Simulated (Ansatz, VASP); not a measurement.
# Cross-check of Si3N4 between VASP and Ansatz, part 2 of 2

Wanted: the spread between two codes on one cell, functional and k mesh.

VASP 6.6.1 and Ansatz 0.2.0.

So far: The structure; Ansatz: band structure, r2SCAN.

**3. VASP: band structure, r2SCAN**

Level of this step: r2SCAN; plane waves and PAW (Si_GW, N_GW) (VASP).

The same cell, functional, mesh and smearing now go to VASP, with its own data sets and cutoff.

Lines of VASP's logs that name or quote its potential files are left out, and so is its time.

Contents of INCAR:

```
SYSTEM = Si3N4
PREC = Accurate
ENCUT = 450
EDIFF = 1E-08
NELM = 100
ISMEAR = 0
SIGMA = 0.01
LREAL = .FALSE.
ALGO = Normal
METAGGA = R2SCAN
LASPH = .TRUE.
NBANDS = 46
LORBIT = 11
LWAVE = .TRUE.
LCHARG = .FALSE.
KPAR = 4
```

Contents of POSCAR:

```
Si3N4
1.0
    7.6044000000      0.0000000000      0.0000000000
   -3.8022000000      6.5856035805      0.0000000000
    0.0000000000      0.0000000000      2.9063000000
Si N
6 8
Direct
    0.7684770000      0.1745570000      0.2500000000
    0.5939200000      0.7684770000      0.7500000000
    0.8254430000      0.5939200000      0.2500000000
    0.2315230000      0.8254430000      0.7500000000
    0.4060800000      0.2315230000      0.2500000000
    0.1745570000      0.4060800000      0.7500000000
    0.0305000000      0.3302400000      0.2500000000
    0.7002600000      0.0305000000      0.7500000000
    0.6697600000      0.7002600000      0.2500000000
    0.9695000000      0.6697600000      0.7500000000
    0.2997400000      0.9695000000      0.2500000000
    0.3302400000      0.2997400000      0.7500000000
    0.6666666667      0.3333333333      0.2500000000
    0.3333333333      0.6666666667      0.7500000000
```

Contents of KPOINTS:

```
Automatic mesh
0
Gamma
3 3 6
0 0 0
```

Contents of KPOINTS_OPT:

```
Line mode
8
Line-mode
Reciprocal
  0.00000000   0.00000000   0.00000000 GAMMA
  0.50000000   0.00000000   0.00000000 M

  0.50000000   0.00000000   0.00000000 M
  0.33333333   0.33333333   0.00000000 K

  0.33333333   0.33333333   0.00000000 K
  0.00000000   0.00000000   0.00000000 GAMMA

  0.00000000   0.00000000   0.00000000 GAMMA
  0.00000000   0.00000000   0.50000000 A

  0.00000000   0.00000000   0.50000000 A
  0.50000000   0.00000000   0.50000000 L

  0.50000000   0.00000000   0.50000000 L
  0.33333333   0.33333333   0.50000000 H

  0.33333333   0.33333333   0.50000000 H
  0.00000000   0.00000000   0.50000000 A

  0.50000000   0.00000000   0.50000000 L
  0.50000000   0.00000000   0.00000000 M

  0.33333333   0.33333333   0.00000000 K
  0.33333333   0.33333333   0.50000000 H
```

PAW data sets: Si_GW and N_GW (PBE family, release 64).

Started as:

```console
mpirun -np 8 vasp_std
```

Numbers of over 12 decimals in the logs are rounded to 6 here.

Output:

```text
[banner, memory and clock lines left out]
running    8 mpi-ranks, on    1 nodes
 distrk:  each k-point on    2 cores,    4 groups
 distr:  one band on    1 cores,    2 groups

 POSCAR found type information on POSCAR SiN
 POSCAR found :  2 types and      14 ions
|                                                                             |
|           W    W    AA    RRRRR   N    N  II  N    N   GGGG   !!!           |
|           W    W   A  A   R    R  NN   N  II  NN   N  G    G  !!!           |
|           W    W  A    A  R    R  N N  N  II  N N  N  G       !!!           |
|           W WW W  AAAAAA  RRRRR   N  N N  II  N  N N  G  GGG   !            |
|           WW  WW  A    A  R   R   N   NN  II  N   NN  G    G                |
|           W    W  A    A  R    R  N    N  II  N    N   GGGG   !!!           |
|                                                                             |
|     For optimal performance we recommend to set                             |
|       NCORE = 2 up to number-of-cores-per-socket                            |
|     NCORE specifies how many cores store one orbital (NPAR=cpu/NCORE).      |
|     This setting can greatly improve the performance of VASP for DFT.       |
|     The default, NCORE=1 might be grossly inefficient on modern             |
|     multi-core architectures or massively parallel machines. Do your        |
|     Unfortunately you need to use the default for GW and RPA                |
|     calculations (for HF NCORE is supported but not extensively tested      |
|     yet).                                                                   |
|                                                                             |

|                                                                             |
|               ----> ADVICE to this user running VASP <----                  |
|                                                                             |
|     You enforced a specific xc type in the INCAR file but a different       |
|     [... a line on the potential file left out ...]
|     I HOPE YOU KNOW WHAT YOU ARE DOING!                                     |
|                                                                             |

 LDA part: xc-table for (None), standard interpolation
 POSCAR, INCAR and KPOINTS ok, starting setup
 FFT: planning ... GRIDC
 FFT: planning ... GRID_SOFT
 FFT: planning ... GRID
 WAVECAR not read
 entering main loop
       N       E                     dE             d eps       ncg     rms          rms(c)
DAV:   1     0.348344951777E+03    0.34834E+03   -0.29763E+04  1328   0.122E+03
DAV:   2    -0.142239603271E+03   -0.49058E+03   -0.45281E+03  1888   0.385E+02
DAV:   3    -0.176314495150E+03   -0.34075E+02   -0.33505E+02  1448   0.943E+01
DAV:   4    -0.179098361244E+03   -0.27839E+01   -0.27761E+01  2024   0.367E+01
DAV:   5    -0.179116886071E+03   -0.18525E-01   -0.18501E-01  1490   0.245E+00    0.223E+01
DAV:   6    -0.143261876901E+03    0.35855E+02   -0.38559E+01  1448   0.301E+01    0.694E+00
DAV:   7    -0.143950276895E+03   -0.68840E+00   -0.84180E+00  1952   0.157E+01    0.414E+00
DAV:   8    -0.144118065530E+03   -0.16779E+00   -0.63958E-01  1506   0.577E+00    0.124E+00
DAV:   9    -0.144079686021E+03    0.38380E-01   -0.15648E-01  1632   0.268E+00    0.201E-01
DAV:  10    -0.144081997269E+03   -0.23112E-02   -0.25687E-02  1756   0.829E-01    0.174E-01
DAV:  11    -0.144081719713E+03    0.27756E-03   -0.22989E-03  1560   0.340E-01    0.305E-02
DAV:  12    -0.144081737177E+03   -0.17464E-04   -0.15549E-04  1678   0.921E-02    0.275E-02
DAV:  13    -0.144081731636E+03    0.55411E-05   -0.12191E-04  1672   0.635E-02    0.627E-03
DAV:  14    -0.144081732022E+03   -0.38550E-06   -0.41650E-06  1498   0.129E-02    0.425E-03
DAV:  15    -0.144081732542E+03   -0.52023E-06   -0.14120E-06  1834   0.760E-03    0.137E-03
DAV:  16    -0.144081732402E+03    0.13928E-06   -0.15803E-07  1656   0.338E-03    0.461E-04
DAV:  17    -0.144081732293E+03    0.10965E-06   -0.45789E-08  1284   0.119E-03    0.212E-04
DAV:  18    -0.144081732267E+03    0.25555E-07   -0.36826E-09   976   0.586E-04    0.964E-05
DAV:  19    -0.144081732244E+03    0.23060E-07   -0.36649E-09   824   0.543E-04    0.580E-05
DAV:  20    -0.144081732237E+03    0.73433E-08   -0.17625E-09   804   0.444E-04
   1 F= -.14408173E+03 E0= -.14408173E+03  d E =-.945814E-24
 Start KPOINTS_OPT (optional k-point list driver)
k-point batch [1-12\72]
       N       E                     dE             ncg
DAV:   1     0.528795937010E+04    0.91144E+03     1312
DAV:   2    -0.398816196251E+03   -0.56868E+04     1848
DAV:   3    -0.825473700263E+03   -0.42666E+03     1472
DAV:   4    -0.864695629196E+03   -0.39222E+02     1992
DAV:   5    -0.865090608788E+03   -0.39498E+00     1514
DAV:   6    -0.865129950426E+03   -0.39342E-01     2096
DAV:   7    -0.865130167900E+03   -0.21747E-03     1446
DAV:   8    -0.865130179357E+03   -0.11457E-04     2044
DAV:   9    -0.865130179724E+03   -0.36643E-06     1268
DAV:  10    -0.865130179745E+03   -0.21451E-07     1162
DAV:  11    -0.865130179746E+03   -0.87653E-09      978
[...]
k-point batch [61-72\72]
       N       E                     dE             ncg
DAV:   1     0.469490697904E+04   -0.10190E+05     1360
DAV:   2    -0.637645439705E+03   -0.53326E+04     1896
DAV:   3    -0.100282930460E+04   -0.36518E+03     1472
DAV:   4    -0.103148304530E+04   -0.28654E+02     1920
DAV:   5    -0.103206759710E+04   -0.58455E+00     1502
DAV:   6    -0.103211466119E+04   -0.47064E-01     2032
DAV:   7    -0.103211495291E+04   -0.29172E-03     1478
DAV:   8    -0.103211496846E+04   -0.15542E-04     1976
DAV:   9    -0.103211496883E+04   -0.37166E-06     1332
DAV:  10    -0.103211496885E+04   -0.23844E-07     1122
DAV:  11    -0.103211496885E+04   -0.11876E-08      986
 writing wavefunctions
```

Parts of OUTCAR (step 3):

```text
ion  position               nearest neighbor table
   1  0.768  0.175  0.250-  13 1.73   8 1.74   8 1.74   7 1.74   3 3.00   5 3.00   2 3.05   2 3.05
                             6 3.05   6 3.05
   2  0.594  0.768  0.750-  14 1.73   9 1.74   9 1.74   8 1.74   6 3.00   4 3.00   1 3.05   1 3.05
                             3 3.05   3 3.05
   3  0.825  0.594  0.250-  13 1.73  10 1.74  10 1.74   9 1.74   1 3.00   5 3.00   4 3.05   4 3.05
                             2 3.05   2 3.05
   4  0.232  0.825  0.750-  14 1.73  11 1.74  11 1.74  10 1.74   6 3.00   2 3.00   5 3.05   5 3.05
                             3 3.05   3 3.05
   5  0.406  0.232  0.250-  13 1.73  12 1.74  12 1.74  11 1.74   3 3.00   1 3.00   4 3.05   4 3.05
                             6 3.05   6 3.05
   6  0.175  0.406  0.750-  14 1.73   7 1.74   7 1.74  12 1.74   4 3.00   2 3.00   1 3.05   1 3.05
                             5 3.05   5 3.05
   7  0.031  0.330  0.250-   6 1.74   6 1.74   1 1.74
   8  0.700  0.031  0.750-   1 1.74   1 1.74   2 1.74
   9  0.670  0.700  0.250-   2 1.74   2 1.74   3 1.74
  10  0.969  0.670  0.750-   3 1.74   3 1.74   4 1.74
  11  0.300  0.969  0.250-   4 1.74   4 1.74   5 1.74
  12  0.330  0.300  0.750-   5 1.74   5 1.74   6 1.74
  13  0.667  0.333  0.250-   1 1.73   3 1.73   5 1.73
  14  0.333  0.667  0.750-   4 1.73   6 1.73   2 1.73

  LATTYP: Found a hexagonal cell.
 ALAT       =     7.6044000000
 C/A-ratio  =     0.3821866288

 Subroutine GETGRP returns: Found 12 space group operations
 (whereof  6 operations were pure point group operations)

The static configuration has the point symmetry S_6 .
 The point group associated with its full space group is C_6h.

 Found     12 irreducible k-points:

   k-points           NKPTS =     12   k-points in BZ     NKDIM =     12   number of bands    NBANDS=     46

   dimension x,y,z NGX =    54 NGY =   54 NGZ =   20
   dimension x,y,z NGXF=   108 NGYF=  108 NGZF=   40

   ENCUT  =  450.0 eV  33.07 Ry    5.75 a.u.  13.15 13.15  5.03*2*pi/ulx,y,z

   NELECT =      64.0000    total number of electrons

 k-points in reciprocal lattice and weights: Automatic mesh
   0.00000000  0.00000000  0.00000000       0.019
   0.33333333 -0.00000000  0.00000000       0.111
   0.33333333  0.33333333  0.00000000       0.037
   0.00000000  0.00000000  0.16666667       0.037
   0.33333333 -0.00000000  0.16666667       0.222
   0.33333333  0.33333333  0.16666667       0.074
   0.00000000  0.00000000  0.33333333       0.037
   0.33333333 -0.00000000  0.33333333       0.222
   0.33333333  0.33333333  0.33333333       0.074
   0.00000000  0.00000000  0.50000000       0.019
   0.33333333 -0.00000000  0.50000000       0.111
   0.33333333  0.33333333  0.50000000       0.037

 average (electrostatic) potential at core
       1 -68.3249       2 -68.3249       3 -68.3249       4 -68.3249       5 -68.3249
       6 -68.3249       7 -63.0994       8 -63.0994       9 -63.0994      10 -63.0994
      11 -63.0994      12 -63.0994      13 -62.7156      14 -62.7156

 E-fermi :   6.2769

 k-point     1 :       0.0000    0.0000    0.0000
  band No.  band energies     occupation
    ...
     28       4.8961      2.00000
     29       4.8961      2.00000
     30       5.7347      2.00000
     31       5.7926      2.00000
     32       6.0007      2.00000
     33      11.1810      0.00000
     34      11.4617      0.00000
     35      11.7635      0.00000
     36      11.7635      0.00000
     37      12.1045      0.00000
    ...

 k-point     2 :       0.3333   -0.0000    0.0000
  band No.  band energies     occupation
    ...
     28       4.5247      2.00000
     29       4.8354      2.00000
     30       5.5166      2.00000
     31       5.8225      2.00000
     32       5.9690      2.00000
     33      11.4218      0.00000
     34      11.5403      0.00000
     35      11.7961      0.00000
     36      11.9627      0.00000
     37      12.4206      0.00000
    ...

 k-point     3 :       0.3333    0.3333    0.0000
  band No.  band energies     occupation
    ...
     28       4.5959      2.00000
     29       5.0279      2.00000
     30       5.0279      2.00000
     31       5.9099      2.00000
     32       5.9099      2.00000
     33      11.5397      0.00000
     34      11.7229      0.00000
     35      11.7229      0.00000
     36      12.4594      0.00000
     37      12.4594      0.00000
    ...

  Total       -2.2027636     -2.2027636     -2.3126728      0.0000102      0.0000000      0.0000000
  in kB      -24.2480873    -24.2480873    -25.4579715      0.0001120      0.0000000      0.0000000
  external PRESSURE =     -24.6513820 kB  Pullay stress =       0.0000000 kB

  energy-cutoff  :      450.00
  volume of cell :      145.55
      direct lattice vectors                 reciprocal lattice vectors
     7.604400000  0.000000000  0.000000000     0.131502814  0.075923185  0.000000000
    -3.802200000  6.585603580  0.000000000     0.000000000  0.151846370  0.000000000
     0.000000000  0.000000000  2.906300000     0.000000000  0.000000000  0.344080102

 POSITION                                       TOTAL-FORCE (eV/Angst)
 -----------------------------------------------------------------------------------
      5.18011      1.14956      0.72657         0.005602      0.044865      0.000000
      1.59450      5.06088      2.17972        -0.036053      0.027285     -0.000000
      4.01880      3.91132      0.72657        -0.041656     -0.017581     -0.000000
     -1.37791      5.43604      2.17972        -0.005602     -0.044865     -0.000000
      2.20770      1.52472      0.72657         0.036053     -0.027285      0.000000
     -0.21660      2.67428      2.17972         0.041656      0.017581      0.000000
     -1.02370      2.17483      0.72657         0.007687     -0.019738     -0.000000
      5.20909      0.20086      2.17972         0.020938     -0.003212     -0.000000
      2.43059      4.61163      0.72657         0.013250      0.016527      0.000000
      4.82590      4.41077      2.17972        -0.007687      0.019738     -0.000000
     -1.40689      6.38474      0.72657        -0.020938      0.003212      0.000000
      1.37161      1.97397      2.17972        -0.013250     -0.016527     -0.000000
      3.80220      2.19520      0.72657        -0.000000     -0.000000     -0.000000
     -0.00000      4.39040      2.17972        -0.000000     -0.000000      0.000000
 -----------------------------------------------------------------------------------
    total drift:                                0.000000      0.000000      0.000000

  FREE ENERGIE OF THE ION-ELECTRON SYSTEM (eV)
  ---------------------------------------------------
  free  energy   TOTEN  =      -144.0817322369 eV

  energy  without entropy=     -144.0817322369  energy(sigma->0) =     -144.08173224

 total charge
# of ion       s       p       d       tot
------------------------------------------
    1        0.635   0.940   0.367   1.941
    2        0.635   0.940   0.367   1.941
    3        0.635   0.940   0.367   1.941
    4        0.635   0.940   0.367   1.941
    5        0.635   0.940   0.367   1.941
    6        0.635   0.940   0.367   1.941
    7        1.193   2.679   0.000   3.872
    8        1.193   2.679   0.000   3.872
    9        1.193   2.679   0.000   3.872
   10        1.193   2.679   0.000   3.872
   11        1.193   2.679   0.000   3.872
   12        1.193   2.679   0.000   3.872
   13        1.196   2.691   0.000   3.887
   14        1.196   2.691   0.000   3.887
--------------------------------------------------
tot         13.362  27.095   2.200  42.656

[... 3 further parts left out ...]
```

The run ends at a pressure of -2.47 GPa, with forces up to 0.045 eV/Å.

**4. Side by side**

Known differences besides the potentials themselves: VASP keeps PBE cores, Ansatz makes them for the functional; the cutoff is 500 eV in Ansatz and 450 eV in VASP. Total energies have different zeros and are not compared.

Both answers:

| quantity | Ansatz | VASP | difference |
| --- | --- | --- | --- |
| gap over the path points (eV) | 4.988 | 4.979 | +0.009 |

Levels at points of the path, from each program's valence-band top (eV; 4 filled, then empty):

| k (reciprocal lattice) | Ansatz | VASP |
| --- | --- | --- |
| 0.000 0.000 0.000 | -1.31 -0.47 -0.41 -0.20 4.99 5.24 5.57 | -1.31 -0.47 -0.41 -0.20 4.98 5.26 5.56 |
| 0.143 0.000 0.000 | -1.33 -0.47 -0.45 -0.21 5.04 5.36 5.53 | -1.33 -0.47 -0.45 -0.21 5.03 5.38 5.52 |
| 0.286 0.000 0.000 | -1.36 -0.63 -0.40 -0.23 5.17 5.38 5.60 | -1.36 -0.63 -0.40 -0.23 5.16 5.38 5.59 |
| 0.500 0.000 0.000 | -1.37 -0.80 -0.34 -0.26 5.26 5.38 5.56 | -1.37 -0.80 -0.34 -0.26 5.26 5.37 5.55 |
| 0.476 0.048 0.000 | -1.37 -0.81 -0.34 -0.26 5.27 5.38 5.55 | -1.37 -0.81 -0.33 -0.26 5.27 5.37 5.55 |
| 0.405 0.190 0.000 | -1.37 -0.95 -0.32 -0.27 5.33 5.43 5.55 | -1.37 -0.95 -0.32 -0.27 5.32 5.43 5.54 |
| 0.357 0.286 0.000 | -1.25 -1.09 -0.30 -0.28 5.34 5.51 5.54 | -1.25 -1.09 -0.30 -0.28 5.34 5.50 5.53 |
| 0.286 0.286 0.000 | -1.32 -1.01 -0.32 -0.27 5.34 5.50 5.52 | -1.32 -1.01 -0.32 -0.27 5.33 5.50 5.51 |
| 0.190 0.190 0.000 | -1.45 -0.71 -0.38 -0.23 5.22 5.46 5.50 | -1.45 -0.71 -0.38 -0.23 5.21 5.46 5.49 |
| 0.048 0.048 0.000 | -1.32 -0.46 -0.43 -0.20 5.00 5.28 5.55 | -1.31 -0.46 -0.43 -0.20 5.00 5.30 5.55 |

At this near-relaxed geometry the largest component of a force difference is 4 meV/Å. Among the levels compared at these points, filled levels agree within 2 meV and empty ones within 25 meV. Not compared: the pressure (VASP's GW data sets at this cutoff don't carry it).

**5. Other set-ups**

Further runs change the set-up of one program: Ansatz's method, potentials or start, or VASP's data sets, cutoff or form of LDA. The table gives Ansatz less VASP for each quantity, since a change that brings one quantity closer may part another.

| run | r.m.s. force difference (meV/Å) | gap over the path points (eV) |
| --- | --- | --- |
| as above | 1.8 | 0.0093 |
| cores kept as stored | 2.0 | 0.0030 |
| Ansatz's larger PAW set (cutoff 900 eV) | 3.3 | 0.013 |
| norm-conserving potentials (cutoff 1252 eV) | 3.2 | 0.0033 |

**6. Results**

| Item | Value |
| --- | --- |
| difference in gap over the path points (band structure, r2SCAN) | 0.0093 eV |

**Reading.** The difference in gap over the path points is 0.0093 eV (band structure, r2SCAN), within the 0.08 eV picked in this series as the mark of a large difference. Band structure, r2SCAN, cores kept as stored: the difference in gap over the path points goes from 0.0093 to 0.0030 eV. Band structure, r2SCAN, Ansatz's larger PAW set (cutoff 900 eV): r.m.s. force difference goes from 1.8 to 3.3 meV/Å; the difference in gap over the path points goes from 0.0093 to 0.013 eV. Band structure, r2SCAN, norm-conserving potentials (cutoff 1252 eV): r.m.s. force difference goes from 1.8 to 3.2 meV/Å; the difference in gap over the path points goes from 0.0093 to 0.0033 eV. Such differences can come from data sets, numerical settings and the points named under the comparisons, not from the functional's error against experiment.

[Lines on the potential files, build, host, timing and source positions are cut from VASP's logs without a mark.]

[Logs are printed without paths, hosts, clocks, repeated set-up lines and the standing remarks that a program may print on its own settings, such as how far it seeks lower states.]

[Hosts, paths, dates, database ids (printed as entryN), source tags and the programs' standing remarks are cut or masked in the printed files.]
